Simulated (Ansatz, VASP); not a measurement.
Two plane-wave programs on BaAlH6

INCAR

```
PREC = Accurate
ENCUT = 600
EDIFF = 1E-6
ISMEAR = 0
SIGMA = 0.1
LREAL = F
LASPH = T
NELM = 100
ALGO = Normal
ISIF = 3
LWAVE = F
LCHARG = F
GGA = PE
IBRION = 2
NSW = 90
EDIFFG = -0.04
```

KPOINTS

```
regular mesh
0
Gamma
  4 4 4
```

The input POSCAR:

```
BaAlH6
1.0
    0.0000000000      3.5977473900      3.5977473900
    3.5977473900      0.0000000000      3.5977473900
    3.5977473900      3.5977473900      0.0000000000
Ba Al H
1 1 6
Direct
    0.5000000000      0.5000000000      0.5000000000
    0.7500000000      0.7500000000      0.7500000000
    0.3658350100      0.1341649900      0.1341649900
    0.1341649900      0.3658350100      0.3658350100
    0.1341649900      0.3658350100      0.1341649900
    0.3658350100      0.1341649900      0.3658350100
    0.1341649900      0.1341649900      0.3658350100
    0.3658350100      0.3658350100      0.1341649900
```

Input for Ansatz:

```yaml
crystal:
  lattice:
    - [0.0, 3.59774739, 3.59774739]
    - [3.59774739, 0.0, 3.59774739]
    - [3.59774739, 3.59774739, 0.0]
  atoms:
    - { symbol: Ba, position: [0.5, 0.5, 0.5] }
    - { symbol: Al, position: [0.75, 0.75, 0.75] }
    - { symbol: H, position: [0.36583501, 0.13416499, 0.13416499] }
    - { symbol: H, position: [0.13416499, 0.36583501, 0.36583501] }
    - { symbol: H, position: [0.13416499, 0.36583501, 0.13416499] }
    - { symbol: H, position: [0.36583501, 0.13416499, 0.36583501] }
    - { symbol: H, position: [0.13416499, 0.13416499, 0.36583501] }
    - { symbol: H, position: [0.36583501, 0.36583501, 0.13416499] }
basis:
  ecutwfc: 420
kpoints:
  mp_grid: { grid: [4, 4, 4] }
hamiltonian:
  xc: pbe
scf:
  occupations: { method: gaussian, width: 0.1 }
  lower_state_search: "off"
output:
  forces: true
  stress: true
  eigenvalues: true
relax:
  adjacent_minimum: "off"
  f_tol: 0.04
  max_steps: 70
  cell: { stress_tol: 0.4 }
```

Alike in both runs: task relaxation of cell and atoms; functional PBE; k mesh 4 × 4 × 4; occupations gaussian, width 0.1 eV; no spin polarisation.

|  | VASP | Ansatz |
| --- | --- | --- |
| version | VASP 6.6.1 | Ansatz 0.2.0 |
| potentials or method | VASP PAW PBE potentials, release 64 (Ba_sv, Al, H) | scalar-relativistic, plane waves, PAW |
| plane-wave cutoff (eV) | 600 | 420 |
| valence electrons in the cell | 19 | 19 |

|  | VASP | Ansatz | Ansatz less VASP |
| --- | --- | --- | --- |
| gap on the k mesh at the Fermi level, each at its own relaxed structure (eV) | none | none | - |
| relaxed volume (Å³/atom) | 14.79 | 14.47 | -0.317 |
| relaxed cell length with the largest relative difference (Å) | 5.510 | 5.470 | -0.0397 |
| energy change over the relaxation (meV/atom) | -840 | -833 | +7.3 |

A gap of «none» marks a metal or a gap that the smearing closes.

Caveats: the k mesh is coarse (spacing up to 0.38 Å⁻¹), so the values aren't converged; the volume moved by over 15 % at a fixed basis, so the end points are rough. The runs have no spin-orbit coupling, so splittings on Ba are missing.
